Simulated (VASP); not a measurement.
Here is the system:

```
CsPbCl3
1.0
    5.44415     0.00000     0.00000
    0.00000     5.44415     0.00000
    0.00000     0.00000     5.44415
Cs Pb Cl
1 1 3
Direct
  0.00000   0.00000   0.00000
  0.50000   0.50000   0.50000
  0.50000   0.00000   0.50000
  0.00000   0.50000   0.50000
  0.50000   0.50000   0.00000
```

Method: PBE GGA, VASP's PBE PAW potentials (set 64) (plane waves; VASP). Run with 500 eV cut-off, 4×4×4 Γ-centred mesh, Gaussian smearing of 0.050 eV, potentials Cs_sv Pb_d Cl.

Energy and stress use the plane-wave basis of the starting cell.

Q: The ions, cell shape and volume at an external pressure of 10.0 GPa are relaxed. What does this cell relax into?

A: 
```
CsPbCl3
1.0
    5.27528     0.00000     0.00000
    0.00000     5.27528     0.00000
    0.00000     0.00000     5.27528
Cs Pb Cl
1 1 3
Direct
  0.00000   0.00000   0.00000
  0.50000   0.50000   0.50000
  0.50000   0.00000   0.50000
  0.00000   0.50000   0.50000
  0.50000   0.50000   0.00000
```
Space group Pm-3m (221), at a tolerance of 0.03 Å.

Q: How do energy and volume change from the first to the last step?

A: The energy (σ→0) changes by +132.5 meV/atom and the volume by -9.0 %, in 3 ionic steps.

| step | E(σ→0) (eV) | max force (eV/Å) | pressure (GPa) | volume (Å³) |
|---|---|---|---|---|
| 1 | -17.1714 | 0.000 | 4.99 | 161.36 |
| 2 | -15.9278 | 0.000 | 13.83 | 138.93 |
| 3 | -16.5087 | 0.000 | 9.98 | 146.80 |

The compound is CsPbCl3 in the cubic perovskite structure, the ideal cubic form; the compound distorts at low or room temperature. This run relaxes it under an external pressure of 10 GPa. Symmetry was kept, so distortions that lower it aren't found.
